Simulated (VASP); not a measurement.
Crystal: Nb.

```
Nb
1.0
    -1.66395    1.66395    1.66395
     1.66395   -1.66395    1.66395
     1.66395    1.66395   -1.66395
Nb
1
Direct
  0.00000 0.00000 0.00000
```

- Program: VASP 6.6.1
- Task: relaxation of cell and atoms
- Functional: LDA
- Potentials or basis: VASP PAW LDA potentials, release 64 (Nb_sv)
- Cutoff: 600 eV
- k mesh: 16 × 16 × 16
- Occupations: methfessel-paxton, width 0.1 eV
- Spin: no spin polarisation

At the start: pressure -12.6 GPa; volume 18.43 Å³/atom.

Task: Where does the relaxation end?

Result: Over 7 steps the energy falls by 55.5 meV/atom and the volume is 17.11 Å³/atom (-7.2 %); space group Im-3m (No. 229, to 0.05 Å).

Step by step:
```csv
step,energy change (eV),largest force (eV/Å),pressure (GPa),volume (Å³)
1,0.0000,0.0000,-12.60,18.43
2,0.1778,0.0000,36.22,14.83
3,-0.0553,0.0000,-0.79,17.18
4,-0.0555,0.0000,-0.15,17.12
5,-0.0555,0.0000,0.15,17.09
6,-0.0555,0.0000,-0.24,17.13
7,-0.0555,0.0000,-0.01,17.11
```

Final structure:
```
CELL_PARAMETERS angstrom
-1.62318 1.62318 1.62318
1.62318 -1.62318 1.62318
1.62318 1.62318 -1.62318
ATOMIC_POSITIONS crystal
Nb 0.00000 0.00000 0.00000
```
